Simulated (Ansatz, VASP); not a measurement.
**Ta (Ta(110)): VASP beside Ansatz**

Aim: how closely do two programs agree when they are given the same cell, functional and k mesh? The cell is taken from a series of runs on this material, whose earlier steps may have relaxed, scaled, displaced or heated it; both programs get it as it stands.

Calculated with Ansatz 0.2.0; plane waves, with VASP 6.6.1 beside it; single point at PBEsol, single point at RPBE and single point at LDA.

## Step 1: Starting point

The cell holds 7 atoms: 7 Ta. Its edges and angles: a = 2.867 Å, b = 2.867 Å, c = 32.043 Å, α = 90.0°, β = 90.0°, γ = 70.5°. Vacuum lies along c.

Structure file:

```
Ta
1.0
     2.34052   -1.65500    0.00000
     2.34052    1.65500    0.00000
     0.00000    0.00000   32.04314
Ta
7
Direct
  0.00000 0.00000 0.28087
  0.50000 0.50000 0.35391
  0.00000 0.00000 0.42696
  0.50000 0.50000 0.50000
  0.00000 0.00000 0.57304
  0.50000 0.50000 0.64609
  0.00000 0.00000 0.71913
```

## Step 2: VASP: single point, PBEsol

With cell and atoms fixed, the geometry can't cause a difference; cores, projectors, grids and the points listed under the comparison can.

Lines of VASP's logs that name or quote its potential files are left out, and so is its time.

File INCAR:

```
SYSTEM = Ta
PREC = Accurate
ENCUT = 400
EDIFF = 1E-06
NELM = 120
ISMEAR = -1
SIGMA = 0.1
LREAL = .FALSE.
ALGO = Normal
GGA = PS
NBANDS = 47
LASPH = .TRUE.
LORBIT = 11
LWAVE = .FALSE.
LCHARG = .FALSE.
ISIF = 2
LDIPOL = .TRUE.
IDIPOL = 3
DIPOL = 0.5 0.5 0.5
LVHAR = .TRUE.
GGA_COMPAT = .FALSE.
NELMDL = -8
KPAR = 2
```

File POSCAR:

```
Ta
1.0
    2.3405234457     -1.6550000000      0.0000000000
    2.3405234457      1.6550000000      0.0000000000
    0.0000000000      0.0000000000     32.0431406744
Ta
7
Direct
    0.0000000000      0.0000000000      0.2808713444
    0.5000000000      0.5000000000      0.3539142296
    0.0000000000      0.0000000000      0.4269571148
    0.5000000000      0.5000000000      0.5000000000
    0.0000000000      0.0000000000      0.5730428852
    0.5000000000      0.5000000000      0.6460857704
    0.0000000000      0.0000000000      0.7191286556
```

File KPOINTS:

```
Automatic mesh
0
Gamma
15 15 1
0 0 0
```

PAW data sets: Ta_pv (PBE family, release 64).

On the command line:

```console
$ mpirun -np 2 vasp_std
```

Numbers of over 12 decimals in the logs are rounded to 6 here.

The log of the run:

```text
[banner, memory and clock lines left out]
running    2 mpi-ranks, on    1 nodes
 distrk:  each k-point on    1 cores,    2 groups
 distr:  one band on    1 cores,    1 groups

 POSCAR found type information on POSCAR Ta
 POSCAR found :  1 types and       7 ions
|                                                                             |
|               ----> ADVICE to this user running VASP <----                  |
|                                                                             |
|     You enforced a specific xc type in the INCAR file but a different       |
|     [... a line on the potential file left out ...]
|     I HOPE YOU KNOW WHAT YOU ARE DOING!                                     |
|                                                                             |

 LDA part: xc-table for (Slater+PW92), standard interpolation
 POSCAR, INCAR and KPOINTS ok, starting setup
 FFT: planning ... GRIDC
 FFT: planning ... GRID_SOFT
 FFT: planning ... GRID
 WAVECAR not read
 entering main loop
       N       E                     dE             d eps       ncg     rms          rms(c)
DAV:   1     0.611839103193E+03    0.61184E+03   -0.39791E+04  7584   0.125E+03
DAV:   2    -0.632894254228E+02   -0.67513E+03   -0.66025E+03  6951   0.386E+02
DAV:   3    -0.907125825848E+02   -0.27423E+02   -0.25955E+02  7922   0.677E+01
DAV:   4    -0.917856128766E+02   -0.10730E+01   -0.10506E+01  8192   0.119E+01
DAV:   5    -0.918295933395E+02   -0.43980E-01   -0.43570E-01  8359   0.196E+00
DAV:   6    -0.918314585154E+02   -0.18652E-02   -0.18543E-02  8288   0.358E-01
DAV:   7    -0.918315798082E+02   -0.12129E-03   -0.12098E-03  8373   0.724E-02
DAV:   8    -0.918315890756E+02   -0.92675E-05   -0.92531E-05  7040   0.155E-02    0.354E+01
DAV:   9    -0.164226436924E+03   -0.72395E+02   -0.50544E+02  9627   0.888E+01    0.347E+01
DAV:  10    -0.110363284305E+03    0.53863E+02   -0.13798E+03  9468   0.565E+01    0.290E+01
DAV:  11    -0.959454951458E+02    0.14418E+02   -0.18915E+02  7452   0.379E+01    0.138E+01
DAV:  12    -0.861898216209E+02    0.97557E+01   -0.37395E+01  8275   0.181E+01    0.720E+00
DAV:  13    -0.860135325318E+02    0.17629E+00   -0.61979E+00  7938   0.902E+00    0.568E+00
DAV:  14    -0.860142864079E+02   -0.75388E-03   -0.67235E-01  7839   0.403E+00    0.517E+00
[...]
DAV:  27    -0.853466846714E+02   -0.24543E-04   -0.60264E-06  6065   0.110E-02    0.368E-03
DAV:  28    -0.853467233420E+02   -0.38671E-04   -0.86308E-06  5370   0.683E-03    0.267E-03
DAV:  29    -0.853467300749E+02   -0.67329E-05   -0.32480E-06  4768   0.389E-03    0.235E-03
DAV:  30    -0.853467587406E+02   -0.28666E-04   -0.20819E-06  4599   0.588E-03    0.176E-03
DAV:  31    -0.853467641779E+02   -0.54373E-05   -0.34739E-07  4262   0.246E-03    0.912E-04
DAV:  32    -0.853467785992E+02   -0.14421E-04   -0.14070E-06  4498   0.182E-03    0.449E-04
DAV:  33    -0.853467803967E+02   -0.17975E-05   -0.14103E-07  4160   0.106E-03    0.196E-04
DAV:  34    -0.853467813022E+02   -0.90549E-06   -0.55432E-08  4053   0.570E-04
   1 F= -.85346781E+02 E0= -.85189827E+02  d E =-.313909E+00
```

Parts of OUTCAR (step 2):

```text
ion  position               nearest neighbor table
   1  0.000  0.000  0.281-   2 2.87   2 2.87   2 3.31   2 3.31
   2  0.500  0.500  0.354-   3 2.87   3 2.87   1 2.87   1 2.87   3 3.31   3 3.31   1 3.31   1 3.31

  LATTYP: Found a base centered orthorhombic cell.
 ALAT       =     3.3100000000
 B/A-ratio  =     1.4142135624
 C/A-ratio  =     9.6807071524

 Subroutine GETGRP returns: Found  8 space group operations
 (whereof  8 operations were pure point group operations)

The static configuration has the point symmetry D_2h.

 Found     64 irreducible k-points:

   k-points           NKPTS =     64   k-points in BZ     NKDIM =     64   number of bands    NBANDS=     47

   dimension x,y,z NGX =    20 NGY =   20 NGZ =  210
   dimension x,y,z NGXF=    40 NGYF=   40 NGZF=  420

   ENCUT  =  400.0 eV  29.40 Ry    5.42 a.u.   4.67  4.67 52.25*2*pi/ulx,y,z

   NELECT =      77.0000    total number of electrons

 k-points in reciprocal lattice and weights: Automatic mesh
   0.00000000  0.00000000  0.00000000       0.004
   0.06666667  0.00000000  0.00000000       0.018
   0.13333333 -0.00000000  0.00000000       0.018
   0.20000000 -0.00000000  0.00000000       0.018
   0.26666667 -0.00000000  0.00000000       0.018
   0.33333333  0.00000000  0.00000000       0.018
   0.40000000 -0.00000000  0.00000000       0.018
   0.46666667 -0.00000000  0.00000000       0.018
   0.06666667  0.06666667  0.00000000       0.009
[...]
0.46666667  0.46666667  0.00000000       0.009
  -0.46666667  0.46666667  0.00000000       0.009

 dipolmoment           0.000000      0.000000      0.000000 electrons x Angstroem

 average (electrostatic) potential at core
       1 -41.6495       2 -41.2257       3 -41.1447       4 -41.1265       5 -41.1447
       6 -41.2257       7 -41.6495

 E-fermi :   0.4601

 k-point     1 :       0.0000    0.0000    0.0000
  band No.  band energies     occupation
    ...
     31      -0.5982      1.99995
     32      -0.1969      1.99720
     33       0.0475      1.96822
     34       0.0894      1.95206
     35       0.2473      1.78730
     36       0.5737      0.48605
     37       0.5798      0.46417
     38       0.6814      0.19717
     39       0.9148      0.02097
     40       1.0340      0.00641
    ...

 k-point     2 :       0.0667    0.0000    0.0000
  band No.  band energies     occupation
    ...
     33      -0.0083      1.98168
     34       0.0536      1.96626
     35       0.2511      1.77983
     36       0.4324      1.13779
     37       0.4822      0.89022
     38       0.6725      0.21365
     39       0.8334      0.04675
     40       0.9753      0.01151
     41       1.0210      0.00730
     42       1.1679      0.00169
    ...

 k-point     3 :       0.1333   -0.0000    0.0000
  band No.  band energies     occupation
    ...
     34      -0.0855      1.99149
     35       0.1383      1.92300
     36       0.1849      1.88003
     37       0.3115      1.63093
     38       0.4846      0.87800
     39       0.6339      0.29905
     40       0.7579      0.09683
     41       0.7598      0.09515
     42       1.0219      0.00724
     43       1.4490      0.00010
    ...

  Total       -8.4034973     -8.1524981     -5.9465295      0.0000000      0.0000000      0.0000000
  in kB      -54.2368652    -52.6168961    -38.3793920      0.0000000      0.0000000      0.0000000
  external PRESSURE =     -48.4110511 kB  Pullay stress =       0.0000000 kB

  energy-cutoff  :      400.00
  volume of cell :      248.24
      direct lattice vectors                 reciprocal lattice vectors
     2.340523446 -1.655000000  0.000000000     0.213627426 -0.302114804  0.000000000
     2.340523446  1.655000000  0.000000000     0.213627426  0.302114804  0.000000000
     0.000000000  0.000000000 32.043140674     0.000000000  0.000000000  0.031207927

 POSITION                                       TOTAL-FORCE (eV/Angst)
 -----------------------------------------------------------------------------------
      0.00000      0.00000      9.00000        -0.000000      0.000000      0.734862
      2.34052      0.00000     11.34052        -0.000000      0.000000     -0.437740
      0.00000      0.00000     13.68105         0.000000      0.000000     -0.073540
      2.34052      0.00000     16.02157        -0.000000      0.000000      0.000000
      0.00000      0.00000     18.36209        -0.000000      0.000000      0.073540
      2.34052      0.00000     20.70262         0.000000      0.000000      0.437740
      0.00000      0.00000     23.04314         0.000000      0.000000     -0.734862
 -----------------------------------------------------------------------------------
    total drift:                                0.000000     -0.000000      0.000000

  FREE ENERGIE OF THE ION-ELECTRON SYSTEM (eV)
  ---------------------------------------------------
  free  energy   TOTEN  =       -85.3467813022 eV

  energy  without entropy=      -85.0328718510  energy(sigma->0) =      -85.18982658

 vacuum level on the upper side and lower side of the slab         5.337         5.337

 total charge
# of ion       s       p       d       tot
------------------------------------------
    1        0.372   6.087   2.363   8.822
    2        0.367   6.172   2.368   8.908
    3        0.368   6.171   2.381   8.919
    4        0.369   6.166   2.391   8.925
    5        0.368   6.171   2.381   8.919
    6        0.367   6.172   2.368   8.908
    7        0.372   6.087   2.363   8.822
--------------------------------------------------
tot          2.583  43.025  16.615  62.224

[... 3 further parts left out ...]
```

## Step 3: Ansatz: single point, PBEsol

Ansatz runs on its default PAW (the set named soft_2) files.

The same cell, functional, mesh and smearing now go to Ansatz, which takes its cutoff from its data sets.

File input.yaml:

```yaml
crystal:
  lattice:
    - [2.3405234457, -1.655, 0.0]
    - [2.3405234457, 1.655, 0.0]
    - [0.0, 0.0, 32.0431406744]
  atoms:
    - { symbol: Ta, position: [0.0, 0.0, 0.2808713444] }
    - { symbol: Ta, position: [0.5, 0.5, 0.3539142296] }
    - { symbol: Ta, position: [0.0, 0.0, 0.4269571148] }
    - { symbol: Ta, position: [0.5, 0.5, 0.5] }
    - { symbol: Ta, position: [0.0, 0.0, 0.5730428852] }
    - { symbol: Ta, position: [0.5, 0.5, 0.6460857704] }
    - { symbol: Ta, position: [0.0, 0.0, 0.7191286556] }
kpoints:
  mp_grid: { grid: [15, 15, 1] }
hamiltonian:
  xc: pbesol
scf:
  occupations: { method: fermi_dirac, width: 0.1 }
  convergence: { dr2_threshold: 1.0e-09 }
efield:
  axis: 3
  dipole_correction: true
  ramp_position: 0.97
  ramp_width: 0.06
output:
  write_potential: true
  write_density: true
  volumetric_format: npy
```

On the command line:

```console
$ ansatz run input.yaml --threads 2 --pin off --max-ram 3072MiB --backend cpu --events-out ev --progress --plain --runs-dir out
```

The log of the run:

```text
Engine: ansatz 0.2.0, aarch64-unknown-linux-gnu
Pseudopotentials: kind: paw
Pseudopotential: Ta, paw, valence charge 13, recommended cutoff 420 eV (normal), Ta.paw.azcp
Functional definition: PBEsol
  exchange = pbesol_x
  correlation = pbesol_c
Crystal: 7 atoms, lattice volume = 248.242 Å³
Basis set: ecut = 420 eV, 4877 PW (Γ)
Bands: 55, of which v1, the nominal top of the filled ones, is band 46 counted from 1 (45 counted from 0)
Symmetry: 4 space group operations
k-points: 64 of 225
Non-local potential: Ta, projectors of the file, l = 0: 3, l = 1: 2, l = 2: 2, l = 3: 1
PAW form: soft (Blöchl's): semilocal exchange-correlation on the pseudo side does not see the compensation charge
PAW frozen core: Ta, regenerated for the run's functional, and the local potential with it (the file was generated under x = pbe(κ = 0.804, μ = 0.219515), c = pbe(β = 0.066725))
PAW one-centre angular grid: Ta, 590 points (default); XC on 64 Gauss nodes
Initial density: superposition of atomic densities (neutral atoms: chi_scale 0, normalization atom), corrected by the library's trained network
Initial wavefunctions: pseudopotential atomic-orbital guess
Functional: x = pbesol(κ = 0.804, μ = 0.123457), c = pbesol(β = 0.046)
SCF iter   1: F=—  HF=-68643.183945 eV  |F-HF|=—  |Δ(HF+E_count)|=         —  Δρ=1.15e-2  dr2=1.95e1  ethr=1.77e-3  p=0.000 e·Å  D=9.43e-14 V/Å  ΔV_dip=-0.00 eV  dr2_dipole=3.11e-6  V_vac-E_F(+/−)=5.32/5.32 eV  ⟨swp⟩=8.2  Hψ=16418  notcnv=0
efield: sawtooth ramp at fractional position 0.9700 (set: `efield.ramp_position`, or a place that a band, a saddle search or an elastic batch's reference lends), width 0.0600; the density the first Hamiltonian is built on has a dipole p = 0.000 e·Å; the dipole correction subtracts the counter field D = 9.43e-14 V/Å, which shifts the + side's vacuum level by -0.00 eV against the − side's; the planar-averaged density in the ramp window peaks in size at 1.5e-5 e/Å³
preconditioner: auto → LDOS  [metal: Δε(μ)=0.002 eV  Ē_g=3.946 eV  σ=0.100 eV  W_gap=0.01  n_scr=22 (ndim 8)  ℏωp=13.9 eV  f_vac=0.434  D(μ)=9.01/eV (n_scr^D=70)  β→1.0]
SCF iter   2: F=—  HF=-68642.965105 eV  |F-HF|=—  |Δ(HF+E_count)|=   2.19e-1  Δρ=1.99e-3  dr2=1.09e-2  ethr=1.77e-3  p=-0.000 e·Å  D=-2.42e-5 V/Å  ΔV_dip=0.00 eV  dr2_dipole=1.10e-7  V_vac-E_F(+/−)=4.92/4.92 eV  ⟨swp⟩=3.3  Hψ=4595  notcnv=0  defer=5
SCF iter   3: F=—  HF=-68642.966556 eV  |F-HF|=—  |Δ(HF+E_count)|=   1.45e-3  Δρ=6.38e-4  dr2=5.12e-3  ethr=1.19e-5  p=-0.000 e·Å  D=-1.19e-5 V/Å  ΔV_dip=0.00 eV  dr2_dipole=3.06e-8  V_vac-E_F(+/−)=4.91/4.91 eV  ⟨swp⟩=2.9  Hψ=6764  notcnv=0  defer=6
SCF iter   4: F=—  HF=-68642.966314 eV  |F-HF|=—  |Δ(HF+E_count)|=   2.42e-4  Δρ=1.94e-4  dr2=3.39e-4  ethr=5.62e-6  p=-0.000 e·Å  D=-6.60e-6 V/Å  ΔV_dip=0.00 eV  dr2_dipole=2.55e-9  V_vac-E_F(+/−)=4.89/4.89 eV  ⟨swp⟩=2.0  Hψ=5971  notcnv=0  defer=6
SCF iter   5: F=—  HF=-68642.966285 eV  |F-HF|=—  |Δ(HF+E_count)|=   2.91e-5  Δρ=4.66e-5  dr2=1.12e-5  ethr=3.72e-7  p=-0.000 e·Å  D=-2.87e-6 V/Å  ΔV_dip=0.00 eV  dr2_dipole=8.19e-14  V_vac-E_F(+/−)=4.88/4.88 eV  ⟨swp⟩=2.1  Hψ=6089  notcnv=0  defer=6
SCF iter   6: F=—  HF=-68642.966287 eV  |F-HF|=—  |Δ(HF+E_count)|=   2.16e-6  Δρ=1.72e-5  dr2=1.18e-6  ethr=1.23e-8  p=-0.000 e·Å  D=-1.26e-6 V/Å  ΔV_dip=0.00 eV  dr2_dipole=5.05e-12  V_vac-E_F(+/−)=4.88/4.88 eV  ⟨swp⟩=3.3  Hψ=7304  notcnv=0  defer=6
SCF iter   7: F=—  HF=-68642.966262 eV  |F-HF|=—  |Δ(HF+E_count)|=   2.49e-5  Δρ=4.03e-6  dr2=9.75e-8  ethr=1.30e-9  p=-0.000 e·Å  D=-4.64e-7 V/Å  ΔV_dip=0.00 eV  dr2_dipole=1.31e-11  V_vac-E_F(+/−)=4.88/4.88 eV  ⟨swp⟩=2.1  Hψ=5651  notcnv=0  defer=4
SCF iter   8: F=—  HF=-68642.966262 eV  |F-HF|=—  |Δ(HF+E_count)|=   4.05e-8  Δρ=1.54e-6  dr2=2.52e-8  ethr=1.07e-10  p=-0.000 e·Å  D=-1.58e-7 V/Å  ΔV_dip=0.00 eV  dr2_dipole=7.12e-13  V_vac-E_F(+/−)=4.88/4.88 eV  ⟨swp⟩=2.7  Hψ=6576  notcnv=0  defer=4
SCF iter   9: F=—  HF=-68642.966262 eV  |F-HF|=—  |Δ(HF+E_count)|=   2.87e-9  Δρ=5.18e-7  dr2=1.41e-9  ethr=2.76e-11  p=-0.000 e·Å  D=-5.60e-8 V/Å  ΔV_dip=0.00 eV  dr2_dipole=2.77e-13  V_vac-E_F(+/−)=4.88/4.88 eV  ⟨swp⟩=2.6  Hψ=5778  notcnv=0  defer=4
SCF iter  10: F=-68642.966262 eV  HF=-68642.966262 eV  |F-HF|=7.28e-11  |Δ(HF+E_count)|=  4.37e-11  Δρ=1.54e-7  dr2=1.23e-10  ethr=1.10e-12  p=-0.000 e·Å  D=-1.60e-8 V/Å  ΔV_dip=0.00 eV  dr2_dipole=8.25e-15  V_vac-E_F(+/−)=4.88/4.88 eV  ⟨swp⟩=8.8  Hψ=9327  notcnv=0
SCF 1 converged in 10 iterations: F = -68642.966262 eV  dr2 = 1.23e-10
  greatest PAW one-centre occupation: 1.000 electrons in one spin orbital (limit 2), on the Ta atom at site 3 (counted from 0), in its partial waves of l = 0
WARN: The output density's exchange-correlation potential varies sharply where the density is thin. Do not read a vacuum level from v_tot or v_xc, or from such a field of the output density. On a cell that repeats whose density bears no net charge and no dipole along the vacuum's axis use v_es (v_loc + v_h of the components); under efield.dipole_correction with no amplitude use v_es + v_field, which holds any externa [...]
SCF converged after 10 iterations
Free energy (F): -68642.966262 eV
Harris-Foulkes:  -68642.966262 eV  (|F-HF|=7.28e-11)
Internal energy: -68642.652298 eV  (E = F + TS)
E sigma→0 (E₀):  -68642.809280 eV
Entropy (-TS):   -0.313965 eV (-44.852 meV/atom)
Fermi energy:    7.141564 eV
Dipole field:    D = 0.000000 V/Å  (p = 0.000000 e·Å, saw-weighted, corrected)
Work function:   Φ+ = 4.8782 eV   Φ− = 4.8782 eV
Levels:          The Fermi level and band energies are counted from a zero that moves with the ramp; work functions are not
--- Per-component energies (eV) ---
  E_band       = -1775.913659
  E_kinetic    = 2552.966012
  E_local      = -128850.510251  (includes V_loc(G=0)·N_el)
  E_nonlocal   = 122.185674
  E_hartree    = 63311.499163
  E_xc         = -1513.080620
  E_vxc        = -1419.110241  (∫ρ·V_xc dr)
  E_paw        = -57906.573070  (= ΣΔE_a)
  E_vpaw       = -804.440345  (= ΣTr[D̂ρ^β])
  E_aug_tail   = 0.000920  (compensation charges beyond the density's cutoff)
  E_efield     = 0.000000  (sawtooth field / dipole correction)
  E_vefield    = 0.000000  (∫n·V_field dr)
  E_ewald      = 53639.364350
  E_core_change = 1.495525  (= ΣΔE_core)
  E_smearing   = -0.313965  (= −TS)
  E_closure    = -0.000000  (closes the sum)
  Σ components = -68642.966262   (vs F -68642.966262, Δ=0.00e0)
--- Band table (eV; the first three rows and the last of 64) ---
  k-point 0: bands = [... 42 lower, 7.2541, 7.2616, 7.3621, 7.5962, 7.7149, 7.7833, 7.8737, 8.0087, ... 5 higher]
  k-point 1: bands = [... 42 lower, 7.1128, 7.1643, 7.3533, 7.5149, 7.6565, 7.7010, 7.8492, 8.0418, ... 5 higher]
  k-point 2: bands = [... 42 lower, 6.8664, 6.9936, 7.1662, 7.3141, 7.4395, 7.4413, 7.7023, 8.1309, ... 5 higher]
  k-point 63: bands = [... 42 lower, 6.9127, 7.6002, 7.8588, 8.6777, 9.0191, 9.2105, 9.2380, 9.7335, ... 5 higher]
```

## Step 4: Comparison

Known differences besides the potentials themselves: the data sets hold 91 valence electrons in Ansatz (on its default PAW (the set named soft_2) files) and 77 in VASP; the cutoff is 420 eV in Ansatz and 400 eV in VASP; Ansatz makes its cores anew for this functional, VASP keeps those of its PBE data sets. Total energies have different zeros and are not compared.

The two programs side by side:

| quantity | Ansatz | VASP | difference |
| --- | --- | --- | --- |
| work function, lower of the two faces (eV) | 4.88 | 4.88 | 0.00 |
| work function, higher of the two faces (eV) | 4.88 | 4.88 | 0.00 |

With vacuum in the cell, a pressure given here is an average over mostly empty space and none of the material.

(Continued in part 2 of 2.)

[Lines on the potential files, build, host, timing and source positions are cut from VASP's logs without a mark.]

[Logs are printed without paths, hosts, clocks, repeated set-up lines and the standing remarks that a program may print on its own settings, such as how far it seeks lower states.]

[Hosts, paths, dates, database ids (printed as entryN), source tags and the programs' standing remarks are cut or masked in the printed files.]
